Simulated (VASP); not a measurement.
Input:

```xyz
3
Lattice="1.9013 -3.2833 0.0000 1.9013 3.2833 0.0000 0.0000 0.0000 6.3107" Properties=species:S:1:pos:R:3 pbc="T T T"
Sn     0.0000     0.0000     0.0000
Se     1.9013     1.0944     1.5777
Se     1.9836    -1.0944     4.7330
```

These are PBE GGA, VASP's PBE PAW potentials (set 64) (plane waves; VASP 6.6.1) values and carry that method's errors. Numerical set-up: 400 eV cut-off, 2×2×1 Monkhorst-Pack mesh, Gaussian smearing of 0.050 eV, potentials Sn_d Se.

### Question
Which forces act on the atoms, in eV/Å?

### Answer

```
atom      Fx      Fy      Fz
----  ------  ------  ------
Sn1    0.239   0.033   0.036
Se2    0.044   0.251   0.271
Se3   -0.283  -0.284  -0.307
```

### Question
Give the stress tensor in GPa (positive for a compressed cell).

### Answer

```
 9.61  -0.15   0.87
-0.15  -4.64   1.99
 0.87   1.99   1.64
```
The pressure is its mean diagonal, 2.20 GPa.

The compound is SnSe2 in the 1T layered structure. The cell was not relaxed at this level, atoms are displaced from their ideal sites. The k-mesh is coarse (spacing up to 1.00 per Å, 2π included), so the numbers may not be converged in it. The run is one of a series of settings (KPOINTS 2×2×1 Monkhorst-Pack mesh against the base run), some of them coarse on purpose.
